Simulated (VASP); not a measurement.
Output of a VASP run:

File OUTCAR:
```
 ion  position               nearest neighbor table
   1  0.500  0.000  0.000-  29 1.55  44 1.55  60 1.55   2 1.60
   2  0.632  0.132  0.124-   5 1.50   3 1.50  17 1.52   1 1.60
   3  0.752  0.254  0.002-   4 1.49   2 1.50  46 1.55  25 1.57
   4  0.878  0.368  0.122-   3 1.49  30 1.52  26 1.55  18 1.55
   5  0.744  0.005  0.248-   2 1.50   6 1.55  35 1.55  14 1.59
   6  0.878  0.122  0.373-  36 1.53  30 1.54  22 1.55   5 1.55
   7  0.000  0.000  0.000-   8 1.55  14 1.55  25 1.55  62 1.55
   8  0.125  0.125  0.125-   7 1.55   9 1.55  15 1.55  30 1.55
   9  0.250  0.250  0.000-   8 1.55  44 1.55  56 1.55  10 1.56
  10  0.380  0.368  0.128-  17 1.53  11 1.55   9 1.56  32 1.62
  11  0.504  0.494  0.002-  46 1.51  10 1.55  12 1.57  58 1.60
  12  0.625  0.625  0.131-  18 1.52  34 1.56  11 1.57  13 1.57
  13  0.750  0.750  0.000-  14 1.55  48 1.55  60 1.55  12 1.57
  14  0.875  0.875  0.125-   7 1.55  13 1.55  49 1.55   5 1.59
  15  0.250  0.000  0.250-  16 1.53   8 1.55  29 1.55  50 1.55
  16  0.372  0.123  0.376-  38 1.52  15 1.53  17 1.56  20 1.58
  17  0.504  0.244  0.253-   2 1.52  10 1.53  16 1.56  63 2.54
  18  0.751  0.495  0.244-  12 1.52   4 1.55  19 1.58  63 2.53
  19  0.871  0.620  0.381-  51 1.52  41 1.53  18 1.58  49 1.61
  20  0.503  0.996  0.501-  35 1.53  54 1.54  21 1.55  16 1.58
  21  0.626  0.119  0.630-  24 1.50  20 1.55  22 1.58  45 1.59
  22  0.749  0.245  0.496-   6 1.55  21 1.58  23 1.63  63 2.55
  23  0.875  0.378  0.632-  47 1.49  55 1.53  51 1.56  22 1.63
  24  0.750  0.000  0.750-  21 1.50  25 1.55  42 1.55  60 1.55
  25  0.875  0.125  0.875-   7 1.55  24 1.55  55 1.55   3 1.57
  26  0.000  0.500  0.000-  27 1.55  48 1.55  56 1.55   4 1.55
  27  0.125  0.625  0.125-  32 1.48  28 1.55  26 1.55  49 1.55
  28  0.250  0.750  0.000-  27 1.55  29 1.55  58 1.55  62 1.55
  29  0.375  0.875  0.125-   1 1.55  15 1.55  28 1.55  34 1.57
  30  0.000  0.250  0.250-   4 1.52   6 1.54   8 1.55  31 1.55
  31  0.125  0.375  0.375-  38 1.54  30 1.55  51 1.55  32 1.57
  32  0.244  0.507  0.246-  27 1.48  33 1.54  31 1.57  10 1.62  63 2.57
  33  0.369  0.622  0.377-  53 1.53  63 1.53  32 1.54  34 1.58
  34  0.501  0.753  0.256-  35 1.51  12 1.56  29 1.57  33 1.58  63 2.47
  35  0.625  0.875  0.375-  34 1.51  20 1.53   5 1.55  41 1.59
  36  0.000  0.000  0.500-   6 1.53  37 1.55  42 1.55  50 1.55
  37  0.125  0.125  0.625-  38 1.52  36 1.55  43 1.55  55 1.55
  38  0.246  0.245  0.496-  16 1.52  37 1.52  31 1.54  39 1.55  63 2.61
  39  0.372  0.368  0.622-  38 1.55  45 1.55  57 1.58  63 1.61
  40  0.627  0.631  0.626-  41 1.47  59 1.53  47 1.53  63 1.57
  41  0.748  0.743  0.505-  40 1.47  19 1.53  42 1.56  35 1.59  63 2.45
  42  0.875  0.875  0.625-  24 1.55  36 1.55  61 1.55  41 1.56
  43  0.250  0.000  0.750-  37 1.55  44 1.55  54 1.55  62 1.55
  44  0.375  0.125  0.875-   1 1.55   9 1.55  43 1.55  45 1.57
  45  0.503  0.256  0.753-  46 1.49  39 1.55  44 1.57  21 1.59  63 2.55
  46  0.625  0.375  0.875-  45 1.49  11 1.51   3 1.55  47 1.59
  47  0.752  0.503  0.744-  23 1.49  40 1.53  48 1.55  46 1.59  63 2.51
  48  0.875  0.625  0.875-  13 1.55  26 1.55  61 1.55  47 1.55
  49  0.000  0.750  0.250-  14 1.55  27 1.55  50 1.55  19 1.61
  50  0.125  0.875  0.375-  15 1.55  36 1.55  49 1.55  53 1.55
  51  0.000  0.500  0.500-  19 1.52  31 1.55  52 1.55  23 1.56
  52  0.125  0.625  0.625-  51 1.55  53 1.55  57 1.55  61 1.55
  53  0.250  0.750  0.500-  33 1.53  50 1.55  52 1.55  54 1.55  63 2.52
  54  0.375  0.875  0.625-  20 1.54  43 1.55  53 1.55  59 1.55
  55  0.000  0.250  0.750-  23 1.53  25 1.55  37 1.55  56 1.55
  56  0.125  0.375  0.875-   9 1.55  26 1.55  55 1.55  57 1.55
  57  0.250  0.500  0.750-  52 1.55  56 1.55  58 1.55  39 1.58  63 2.56
  58  0.375  0.625  0.875-  28 1.55  57 1.55  59 1.55  11 1.60
  59  0.500  0.750  0.750-  40 1.53  54 1.55  58 1.55  60 1.55  63 2.53
  60  0.625  0.875  0.875-   1 1.55  13 1.55  24 1.55  59 1.55
  61  0.000  0.750  0.750-  42 1.55  48 1.55  52 1.55  62 1.55
  62  0.125  0.875  0.875-   7 1.55  28 1.55  43 1.55  61 1.55
  63  0.502  0.504  0.496-  33 1.53  40 1.57  39 1.61  41 2.45  34 2.47  47 2.51  53 2.52  18 2.53
                            59 2.53  17 2.54  45 2.55  22 2.55  57 2.56  32 2.57  38 2.61
 Subroutine IBZKPT returns following result:
 Found      1 irreducible k-points:

 Following reciprocal coordinates:
            Coordinates               Weight
  0.000000  0.000000  0.000000      1.000000
   k-points           NKPTS =      1   k-points in BZ     NKDIM =      1   number of bands    NBANDS=    158
   number of dos      NEDOS =    301   number of ions     NIONS =     63
   total plane-waves  NPLWV =  46656
   dimension x,y,z NGX =    36 NGY =   36 NGZ =   36
   dimension x,y,z NGXF=    72 NGYF=   72 NGZF=   72
   ions per type =              62   1
   PREC   = normal    normal or accurate (medium, high low for compatibility)
   ISTART =      0    job   : 0-new  1-cont  2-samecut
   ICHARG =      2    charge: 1-file 2-atom 10-const
...
```

**OSZICAR**
```
...
RMM:   3    -0.556904433628E+03   -0.65760E-04   -0.34872E-03   640   0.160E-01    0.935E-02
RMM:   4    -0.556904390713E+03    0.42915E-04   -0.94327E-04   632   0.716E-02    0.351E-02
RMM:   5    -0.556904403941E+03   -0.13229E-04   -0.17655E-04   658   0.316E-02    0.191E-02
RMM:   6    -0.556904403617E+03    0.32401E-06   -0.40473E-05   464   0.147E-02
  13 F= -.55690440E+03 E0= -.55689924E+03  d E =-.651060E-01  mag=     1.0000
       N       E                     dE             d eps       ncg     rms          rms(c)
DAV:   1    -0.556914521252E+03   -0.10117E-01   -0.29399E+00   632   0.496E+00    0.344E-01
RMM:   2    -0.556916814177E+03   -0.22929E-02   -0.39785E-02   632   0.563E-01    0.195E-01
RMM:   3    -0.556917053584E+03   -0.23941E-03   -0.71305E-03   637   0.215E-01    0.110E-01
RMM:   4    -0.556917085878E+03   -0.32294E-04   -0.16520E-03   648   0.901E-02    0.891E-02
RMM:   5    -0.556917120078E+03   -0.34200E-04   -0.41918E-04   635   0.483E-02    0.506E-02
RMM:   6    -0.556917110625E+03    0.94533E-05   -0.18419E-04   627   0.261E-02    0.252E-02
RMM:   7    -0.556917112882E+03   -0.22575E-05   -0.32849E-05   442   0.130E-02
  14 F= -.55691711E+03 E0= -.55691167E+03  d E =-.127093E-01  mag=     1.0000
       N       E                     dE             d eps       ncg     rms          rms(c)
DAV:   1    -0.556917756949E+03   -0.64632E-03   -0.10888E-01   688   0.955E-01    0.654E-02
RMM:   2    -0.556917842388E+03   -0.85439E-04   -0.14531E-03   632   0.108E-01    0.371E-02
RMM:   3    -0.556917850322E+03   -0.79348E-05   -0.25612E-04   637   0.408E-02    0.205E-02
RMM:   4    -0.556917851622E+03   -0.13000E-05   -0.59116E-05   503   0.170E-02
  15 F= -.55691785E+03 E0= -.55691246E+03  d E =-.134480E-01  mag=     1.0000
       N       E                     dE             d eps       ncg     rms          rms(c)
DAV:   1    -0.556920355002E+03   -0.25047E-02   -0.80873E-01   644   0.259E+00    0.193E-01
RMM:   2    -0.556921023023E+03   -0.66802E-03   -0.11547E-02   632   0.304E-01    0.103E-01
RMM:   3    -0.556921136038E+03   -0.11302E-03   -0.20272E-03   644   0.114E-01    0.668E-02
RMM:   4    -0.556921133603E+03    0.24352E-05   -0.43637E-04   641   0.475E-02    0.559E-02
RMM:   5    -0.556921137736E+03   -0.41325E-05   -0.14666E-04   633   0.286E-02    0.305E-02
RMM:   6    -0.556921132150E+03    0.55855E-05   -0.55586E-05   486   0.151E-02
  16 F= -.55692113E+03 E0= -.55691540E+03  d E =-.328053E-02  mag=     1.0000
       N       E                     dE             d eps       ncg     rms          rms(c)
DAV:   1    -0.556921269093E+03   -0.13136E-03   -0.26133E-02   688   0.465E-01    0.376E-02
RMM:   2    -0.556921282873E+03   -0.13781E-04   -0.37745E-04   632   0.540E-02    0.186E-02
RMM:   3    -0.556921287898E+03   -0.50250E-05   -0.64642E-05   549   0.205E-02    0.131E-02
RMM:   4    -0.556921287450E+03    0.44816E-06   -0.15424E-05   388   0.867E-03
  17 F= -.55692129E+03 E0= -.55691562E+03  d E =-.343583E-02  mag=     1.0000
       N       E                     dE             d eps       ncg     rms          rms(c)
DAV:   1    -0.556921824418E+03   -0.53652E-03   -0.11702E-01   656   0.984E-01    0.699E-02
RMM:   2    -0.556921919708E+03   -0.95290E-04   -0.16496E-03   632   0.115E-01    0.393E-02
RMM:   3    -0.556921929591E+03   -0.98835E-05   -0.28724E-04   639   0.434E-02    0.223E-02
RMM:   4    -0.556921929874E+03   -0.28268E-06   -0.60736E-05   522   0.178E-02
  18 F= -.55692193E+03 E0= -.55691604E+03  d E =-.642424E-03  mag=     1.0000
```

### OUTCAR
```
------------------------ aborting loop because EDIFF is reached ----------------------------------------
  FORCE on cell =-STRESS in cart. coord.  units (eV):
  Direction    XX          YY          ZZ          XY          YZ          ZX
  --------------------------------------------------------------------------------------
  Total        4.0492178      9.1019249      8.3372683     10.2526392    -11.7496579      9.9697092
  in kB       17.7742575     39.9533850     36.5968841     45.0045066    -51.5757501     43.7625704
  external PRESSURE =      31.4415089 kB  Pullay stress =       0.0000000 kB
  volume of cell :      365.00
      direct lattice vectors                 reciprocal lattice vectors
     7.146555159  0.000000000  0.000000000     0.139927556  0.000000000  0.000000000
     0.000000000  7.146555159  0.000000000     0.000000000  0.139927556  0.000000000
     0.000000000  0.000000000  7.146555159     0.000000000  0.000000000  0.139927556
 POSITION                                       TOTAL-FORCE (eV/Angst)
 -----------------------------------------------------------------------------------
      3.55956      7.14013      7.14559         0.007687      0.001806      0.003968
      4.44022      0.92341      0.92861        -0.008788     -0.005630     -0.004810
      5.33990      1.80429      0.02508        -0.009587      0.009969      0.008148
      6.22223      2.70989      0.92773         0.017759     -0.012975     -0.010539
      5.34052      0.01926      1.80920        -0.014033      0.004577      0.008395
      6.22267      0.92203      2.71429         0.009376      0.005811     -0.005853
      7.13564      0.00636      0.01165        -0.000686      0.001212     -0.000966
      0.86932      0.90609      0.91084         0.001314     -0.003438     -0.010059
      1.76064      1.77815      7.14278         0.001982     -0.000073      0.014420
      2.65233      2.68141      0.88992        -0.003566     -0.009767     -0.000696
      3.56897      3.57592      0.00120        -0.000706     -0.001561     -0.015054
      4.46844      4.50030      0.88281         0.006132     -0.004431      0.009167
      5.36055      5.38198      7.14074         0.000917     -0.007265      0.017929
      6.24116      6.27579      0.90968         0.008455     -0.003686     -0.000628
      1.76015      7.13761      1.78345         0.002470     -0.008167     -0.006574
      2.65163      0.88401      2.68612        -0.008077      0.000913     -0.001640
      3.46178      1.73067      1.73809         0.010694      0.015140     -0.007705
      5.39308      3.67802      1.74572        -0.009034      0.003404     -0.011224
      6.26319      4.49687      2.68453         0.002715     -0.002077     -0.002702
      3.56872      7.14181      3.58087         0.002216     -0.010441      0.012201
      4.46812      0.87810      4.50479         0.009837      0.005530     -0.017205
      5.39410      1.73745      3.68305        -0.013597      0.004409      0.003729
      6.26208      2.68014      4.50033         0.005249     -0.008476      0.004391
      5.36097      7.13568      5.38742         0.000197      0.006917      0.002147
      6.24054      0.90531      6.28084         0.025359     -0.006658     -0.007149
      7.14380      3.57655      0.00117        -0.008804      0.009246      0.005703
      0.87693      4.47951      0.88666        -0.003107     -0.014201     -0.000010
      1.78591      5.35485      7.13597         0.005132      0.003498      0.011735
      2.66578      6.27097      0.88279        -0.003834      0.010752      0.008729
      7.12035      1.80534      1.81054         0.004003     -0.001158     -0.002840
      0.88136      2.68626      2.69171         0.006959     -0.016713     -0.016620
      1.76407      3.57994      1.77006         0.004905      0.017062      0.010821
      2.63298      4.52314      2.58713        -0.004299     -0.009029     -0.006386
      3.55847      5.38320      1.76590         0.005583     -0.010106      0.008081
      4.45802      6.26659      2.69007         0.008408     -0.013579     -0.018490
      7.14440      7.14168      3.58311        -0.009652     -0.003087     -0.010728
      0.87652      0.88148      4.48425         0.002732     -0.001515     -0.010469
      1.76270      1.76366      3.58633         0.018206      0.011277     -0.002785
      2.63366      2.58236      4.52528        -0.002731     -0.004720      0.004564
      4.56541      4.52943      4.53241        -0.000231     -0.005464      0.013816
      5.37564      5.37739      3.58467        -0.014760     -0.013726      0.002116
      6.26674      6.26939      4.48740         0.000653      0.010577     -0.002052
      1.78593      7.13085      5.36049         0.000430     -0.000884      0.008083
      2.66612      0.87846      6.27584         0.003121      0.004381     -0.002471
      3.55826      1.76031      5.38815         0.000001      0.009565      0.001434
      4.45745      2.68487      6.27078         0.012102     -0.012942     -0.006108
      5.37474      3.57849      5.38133        -0.010790      0.018890     -0.002899
      6.26592      4.48212      6.27411         0.007187     -0.002186     -0.002288
      0.00405      5.37908      1.78694        -0.011705     -0.005191     -0.005059
      0.88249      6.26561      2.68822         0.013002     -0.000768      0.006363
      7.14404      3.57470      3.57972         0.014431      0.008326      0.002259
      0.90625      4.45482      4.46014         0.000314      0.010236      0.007730
      1.80448      5.33790      3.55605        -0.011602      0.002857      0.013697
      2.68748      6.24059      4.46095        -0.021214      0.008491      0.007225
      0.00369      1.78120      5.38412        -0.015121     -0.001265      0.007157
      0.88272      2.68425      6.27008         0.004362     -0.010011     -0.011211
...
```
(Selected blocks of OUTCAR.)

POSCAR:
```
AlC62
1
    7.1465551589    -0.0000000000    -0.0000000000
   -0.0000000000     7.1465551589     0.0000000000
    0.0000000000     0.0000000000     7.1465551589
C Al
62 1
Direct
  0.5000000000   0.0000000000   0.0000000000
  0.6315290000   0.1316250000   0.1243470000
  0.7515280000   0.2538620000   0.0019850000
  0.8781120000   0.3684820000   0.1221750000
  0.7438120000   0.0050050000   0.2482180000
  0.8775210000   0.1215840000   0.3728630000
  0.0000000000   0.0000000000   0.0000000000
  0.1250000000   0.1250000000   0.1250000000
  0.2500000000   0.2500000000   0.0000000000
  0.3802400000   0.3681130000   0.1284560000
  0.5043850000   0.4940530000   0.0021930000
  0.6251300000   0.6247180000   0.1313860000
  0.7500000000   0.7500000000   0.0000000000
  0.8750000000   0.8750000000   0.1250000000
  0.2500000000   0.0000000000   0.2500000000
  0.3715380000   0.1233090000   0.3764650000
  0.5038180000   0.2439430000   0.2526080000
  0.7506760000   0.4949260000   0.2443760000
  0.8714330000   0.6201190000   0.3809710000
  0.5025250000  -0.0036770000   0.5009660000
  0.6257940000   0.1190110000   0.6297620000
  0.7486730000   0.2450220000   0.4956680000
  0.8748690000   0.3779720000   0.6317980000
  0.7500000000   0.0000000000   0.7500000000
  0.8750000000   0.1250000000   0.8750000000
  0.0000000000   0.5000000000   0.0000000000
  0.1250000000   0.6250000000   0.1250000000
  0.2500000000   0.7500000000   0.0000000000
  0.3750000000   0.8750000000   0.1250000000
  0.0000000000   0.2500000000   0.2500000000
  0.1250000000   0.3750000000   0.3750000000
  0.2442280000   0.5065390000   0.2457150000
  0.3691390000   0.6217670000   0.3771040000
  0.5006560000   0.7527580000   0.2564910000
  0.6250000000   0.8750000000   0.3750000000
  0.0000000000   0.0000000000   0.5000000000
  0.1250000000   0.1250000000   0.6250000000
  0.2455160000   0.2447330000   0.4961430000
  0.3719090000   0.3684650000   0.6215570000
  0.6265680000   0.6307790000   0.6255830000
  0.7482330000   0.7431760000   0.5046160000
  0.8750000000   0.8750000000   0.6250000000
  0.2500000000   0.0000000000   0.7500000000
  0.3750000000   0.1250000000   0.8750000000
  0.5029450000   0.2563200000   0.7534770000
  0.6250000000   0.3750000000   0.8750000000
  0.7517080000   0.5030940000   0.7435770000
  0.8750000000   0.6250000000   0.8750000000
  0.0000000000   0.7500000000   0.2500000000
  0.1250000000   0.8750000000   0.3750000000
  0.0000000000   0.5000000000   0.5000000000
  0.1250000000   0.6250000000   0.6250000000
  0.2500000000   0.7500000000   0.5000000000
  0.3750000000   0.8750000000   0.6250000000
  0.0000000000   0.2500000000   0.7500000000
  0.1250000000   0.3750000000   0.8750000000
  0.2500000000   0.5000000000   0.7500000000
  0.3750000000   0.6250000000   0.8750000000
  0.5000000000   0.7500000000   0.7500000000
  0.6250000000   0.8750000000   0.8750000000
  0.0000000000   0.7500000000   0.7500000000
  0.1250000000   0.8750000000   0.8750000000
  0.5023670000   0.5036430000   0.4961590000
```

Write an INCAR and KPOINTS that could have produced this output.

Several could match; the one computed here: the input of the run itself, PBE GGA, plane waves, VASP's PBE PAW potentials (set 64).

**INCAR**
```
! general
SYSTEM   =  AlC62
PREC     =  Normal
ENCUT    =  400
LREAL    =  Auto   ! projection in real space or not
LASPH    =  .True.   ! aspherical one-centre terms
ISYM     =  0

! electronic loop
EDIFF    =  1E-5   ! SCF stop (eV)
NELM     =  100   ! most electronic steps
NELMIN   =  4
ALGO     =  Fast   ! Davidson, then RMM-DIIS

! smearing
ISMEAR   =  0   ! Gaussian
SIGMA    =  0.05

! functional
GGA      =  PE   ! PBE

! spin
ISPIN    =  2
MAGMOM   =  63*0.0159
NUPDOWN  =  1

! ions
IBRION   =  2   ! conjugate gradients
NSW      =  70
ISIF     =  2
EDIFFG   =  -0.03   ! ionic stop

! output
LWAVE    =  .True.
LCHARG   =  .False.
LORBIT   =  10
```

### KPOINTS
```
Automatic
0
Gamma
1 1 1
```

POTCAR, in this order: C Al (PBE.64 set). Program: vasp_gam.

At this cut-off the stress carries a Pulay error, which pulls relaxed volumes low. The supercell is sampled at Γ alone, which is coarse: total energies, pressure and levels can be off, energies of defects by several tenths of an eV.

The cell is a supercell with a defect, built from C (diamond): Al_C-vac_C.
